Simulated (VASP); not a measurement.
Input:

```
CELL_PARAMETERS angstrom
      3.89787     0.00000     0.00000
      0.00000     3.89787     0.00000
      0.00000     0.00000     3.89787
ATOMIC_POSITIONS crystal
  Ti 0.00000 0.00000 0.00000
  Pt 0.00000 0.50000 0.50000
  Pt 0.50000 0.00000 0.50000
  Pt 0.50000 0.50000 0.00000
```

Method: PBEsol GGA, VASP's PBE PAW potentials (set 64) (plane waves; VASP). Numerical set-up: 500 eV cut-off, 8×8×8 Γ-centred mesh, first-order Methfessel-Paxton smearing of 0.10 eV, potentials Ti_sv Pt.

The ions, cell shape and volume at an external pressure of 5.0 GPa are relaxed. Which structure does the run end with?

```
CELL_PARAMETERS angstrom
      3.87524     0.00000     0.00000
      0.00000     3.87524     0.00000
      0.00000     0.00000     3.87524
ATOMIC_POSITIONS crystal
  Ti 0.00000 0.00000 0.00000
  Pt 0.00000 0.50000 0.50000
  Pt 0.50000 0.00000 0.50000
  Pt 0.50000 0.50000 0.00000
```
Space group Pm-3m (221), at a tolerance of 0.03 Å.

How do energy and volume change from the first to the last step?

The energy (σ→0) changes by +3.9 meV/atom and the volume by -1.7 %, in 3 ionic steps.

The compound is Pt3Ti in the L1_2 structure. This run relaxes it under an external pressure of 5 GPa. Symmetry was kept, so distortions that lower it aren't found.
